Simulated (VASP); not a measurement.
Given:

```
HgLi
1.0
    3.19564     0.00000     0.00000
    0.00000     3.19564     0.00000
    0.00000     0.00000     3.19564
Li Hg
1 1
Cartesian
  1.59782   1.59782   1.59782
  0.00000   0.00000   0.00000
```

These are LDA (Ceperley-Alder, Perdew-Zunger), VASP's LDA PAW potentials (set 64) (plane waves; VASP) values and carry that method's errors. Run with 520 eV cut-off, 10×10×10 Γ-centred mesh, first-order Methfessel-Paxton smearing of 0.10 eV, potentials Li_sv Hg.

Unless said otherwise, spin-orbit coupling is left out, though it shifts the bands of the heavy elements here.

**Question.** What does the run give for the energy per atom (σ→0), band gap (on the k-mesh) with the smallest direct gap where there is one?

**Answer.** 
| Item | Result |
|---|---|
| band gap (on the k-mesh) | none (metal, semimetal or under 0.01 eV) |
| energy per atom (σ→0) | -1.992 eV/atom |

The structure comes from a computed database's LiHg entry (Pm-3m); how it stands against other phases isn't given here. It was relaxed first, which changed the volume by -9 %. The start is the result of an earlier pass. The electron count is odd and the run is not spin-polarised, which forces a metal.
